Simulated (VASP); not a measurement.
These are PBE GGA with D3 dispersion (Becke-Johnson damping), VASP's PBE PAW potentials (set 64) (plane waves; VASP) values and carry that method's errors.

The input files of a VASP run:

File KPOINTS:
```
Automatic
0
gamma
  7 7 6
0 0 0
```

**POSCAR**
```
Ga
1
    2.2545455889    -3.8266915599     0.0000000000
    2.2545455889     3.8266915599    -0.0000000000
    0.0000000000     0.0000000000     4.5185991501
Ga
4
Direct
  0.1552639716   0.8447360284   0.9188811812
  0.3447360284   0.6552639716   0.4188811812
  0.6552639716   0.3447360284   0.5811188188
  0.8447360284   0.1552639716   0.0811188188
```

### INCAR
```
GGA = PE   ! PBE
ISMEAR = 1   ! Methfessel-Paxton
LCHARG = F
ISIF = 3
LREAL = F
EDIFF = 1E-6
NSW = 60   ! most ionic steps
IVDW = 12   ! D3, Becke-Johnson
LWAVE = F
LASPH = T
SIGMA = 0.1   ! width (eV)
ENCUT = 520   ! plane-wave cut-off (eV)
IBRION = 2
NELM = 100   ! most electronic steps
LMAXMIX = 4
ALGO = Normal   ! blocked Davidson
EDIFFG = -0.02
PREC = Accurate
SYSTEM = Ga
```

POTCAR, in this order: Ga_d (PBE.64 set). Program: vasp_std.

**Question.** Predict the energy per atom (σ→0), dispersion energy, volume per atom, band gap (on the k-mesh).

**Answer.** 
| Item | Value |
|---|---|
| energy per atom (σ→0) | -3.197 eV/atom |
| dispersion energy | -1.198 eV |
| band gap (on the k-mesh) | none (metal, semimetal or under 0.01 eV) |
| volume per atom | 19.37 Å³/atom |

File OSZICAR:
```
...
   6 F= -.12786548E+02 E0= -.12786496E+02  d E =-.114785E-02
       N       E                     dE             d eps       ncg     rms          rms(c)
DAV:   1    -0.115896653273E+02   -0.79973E-03   -0.17594E-02  4675   0.937E-01    0.172E-01
DAV:   2    -0.115892159186E+02    0.44941E-03   -0.90560E-04  4306   0.516E-01    0.105E-01
DAV:   3    -0.115889437087E+02    0.27221E-03   -0.41261E-04  5029   0.322E-01    0.789E-03
DAV:   4    -0.115889581033E+02   -0.14395E-04   -0.18599E-04  4206   0.152E-01    0.591E-03
DAV:   5    -0.115889584387E+02   -0.33543E-06   -0.99071E-06  5321   0.344E-02
   7 F= -.12786641E+02 E0= -.12786559E+02  d E =-.124053E-02
```

The compound is Ga in the alpha structure. This run relaxes it. Symmetry was kept, so distortions that lower it aren't found. The start is the result of an earlier pass.
